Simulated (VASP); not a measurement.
Output of a VASP run:

**OSZICAR**
```
       N       E                     dE             d eps       ncg     rms          rms(c)
DAV:   1     0.474501680343E+02    0.47450E+02   -0.37283E+03   752   0.868E+02
DAV:   2     0.459082397972E+00   -0.46991E+02   -0.46599E+02   776   0.218E+02
DAV:   3    -0.101173396690E+01   -0.14708E+01   -0.14680E+01  1192   0.356E+01
DAV:   4    -0.103882164215E+01   -0.27088E-01   -0.27084E-01  1184   0.396E+00
DAV:   5    -0.103925875857E+01   -0.43712E-03   -0.43650E-03  1272   0.275E-01    0.218E+00
DAV:   6    -0.103916485830E+01    0.93900E-04   -0.16596E-03  1240   0.312E-01    0.136E+00
DAV:   7    -0.103949736270E+01   -0.33250E-03   -0.31701E-03  1152   0.427E-01    0.543E-02
DAV:   8    -0.103954710179E+01   -0.49739E-04   -0.16477E-04  1200   0.170E-01    0.245E-02
DAV:   9    -0.103956386614E+01   -0.16764E-04   -0.11815E-05  1072   0.380E-02    0.146E-02
DAV:  10    -0.103956241018E+01    0.14560E-05   -0.55814E-06  1256   0.223E-02    0.142E-03
DAV:  11    -0.103956231685E+01    0.93327E-07   -0.41944E-08  1120   0.225E-03
   1 F= -.11612060E+01 E0= -.11608520E+01  d E =-.106188E-02
```

OUTCAR:
```
------------------------ aborting loop because EDIFF is reached ----------------------------------------
 Edisp (eV)   -0.12164
  FORCE on cell =-STRESS in cart. coord.  units (eV):
  Direction    XX          YY          ZZ          XY          YZ          ZX
  --------------------------------------------------------------------------------------
  Total       0.00014     0.00014     0.00014     0.00000    -0.00000    -0.00000
  in kB       0.00319     0.00319     0.00319     0.00000    -0.00000    -0.00000
  external pressure =        0.00 kB  Pullay stress =        0.00 kB
  volume of cell :       68.68
      direct lattice vectors                 reciprocal lattice vectors
    -2.579880802  2.579880802  2.579880802     0.000000000  0.193807404  0.193807404
     2.579880802 -2.579880802  2.579880802     0.193807404  0.000000000  0.193807404
     2.579880802  2.579880802 -2.579880802     0.193807404  0.193807404  0.000000000
 POSITION                                       TOTAL-FORCE (eV/Angst)
 -----------------------------------------------------------------------------------
      0.00000      0.00000      0.00000         0.000000      0.000000     -0.000000
 -----------------------------------------------------------------------------------
    total drift:                               -0.000000      0.000000      0.000000
  FREE ENERGIE OF THE ION-ELECTRON SYSTEM (eV)
  ---------------------------------------------------
  free  energy   TOTEN  =        -1.1612059896 eV

  energy  without entropy=       -1.1601441061  energy(sigma->0) =       -1.16085203
```
(Selected blocks of OUTCAR.)

**POSCAR**
```
K
1
   -2.5798808022     2.5798808022     2.5798808022
    2.5798808022    -2.5798808022     2.5798808022
    2.5798808022     2.5798808022    -2.5798808022
K
1
Direct
  0.0000000000   0.0000000000   0.0000000000
```

Task: Write an INCAR and KPOINTS that could have produced this output.

Result: One answer among several that fit: the input of the run itself, PBE GGA with D3 dispersion (Becke-Johnson damping), plane waves, VASP's PBE PAW potentials (set 64).

### INCAR
```
ALGO  =  Normal
EDIFF  =  1E-7
ENCUT  =  520
GGA  =  PE
ISIF  =  2
ISMEAR  =  1
IVDW  =  12
LASPH  =  .True.
LCHARG  =  .False.
LREAL  =  .False.
LWAVE  =  .False.
NELM  =  100
PREC  =  Accurate
SIGMA  =  0.1
SYSTEM  =  K
```

File KPOINTS:
```
K-points
0
gamma
 10 10 10
```

POTCAR, in this order: K_sv (PBE.64 set). Program: vasp_std.

The compound is K in the bcc structure. It was relaxed first, which changed the volume by -7 %.
